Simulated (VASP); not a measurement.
Input:

```
CoTi
1.0
    3.01142     0.00000     0.00000
    0.00000     3.01774     0.00000
    0.00000     0.00000     3.02445
Ti Co
1 1
Cartesian
  0.00000   0.00000   0.00000
  1.59876   1.50887   1.51222
```

The numbers are results of PBE GGA, VASP's PBE PAW potentials (set 64) (plane waves; VASP), not measurements. Numerical set-up: 400 eV cut-off, 11×11×11 Γ-centred mesh, first-order Methfessel-Paxton smearing of 0.020 eV, potentials Ti_sv Co.

**Question.** Give the force on each atom (eV/Å).

**Answer.** 
```tsv
atom	Fx	Fy	Fz
Ti1	0.316	0.000	0.000
Co2	-0.316	0.000	0.000
```

**Question.** Give the stress tensor in GPa (positive for a compressed cell).

**Answer.** 
```
-8.31   0.00   0.00
 0.00  -7.80   0.00
 0.00   0.00  -7.95
```
The pressure is its mean diagonal, -8.02 GPa.

The compound is TiCo in the CsCl type structure. The cell was not relaxed at this level, atoms are displaced from their ideal sites. The run is one of a series of settings (SIGMA = 0.02 against the base run), some of them coarse on purpose. The run is not spin-polarised, so no magnetic state was tried. The electron count is odd and the run is not spin-polarised, which forces a metal.
